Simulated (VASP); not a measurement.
Here is the system:

```
CELL_PARAMETERS angstrom
      0.00000     2.81039     2.81039
      2.81039     0.00000     2.81039
      2.81039     2.81039     0.00000
ATOMIC_POSITIONS crystal
  Li 0.25000 0.25000 0.25000
  Li 0.75000 0.75000 0.75000
  S  0.00000 0.00000 0.00000
```

Calculation: rev-vdW-DF2, VASP's PBE PAW potentials (set 64) (plane waves; VASP 6.6.1). Run with 520 eV cut-off, 7×7×7 Γ-centred mesh, Gaussian smearing of 0.050 eV, potentials Li_sv S.

Question: Give the stress tensor in GPa (positive for a compressed cell).

Answer: 
```
1.42  0.00  0.00
0.00  1.42  0.00
0.00  0.00  1.42
```
The pressure is its mean diagonal, 1.42 GPa.

The compound is Li2S in the antifluorite structure. This cell is one point of a volume scan, at 0.97 of the reference volume.
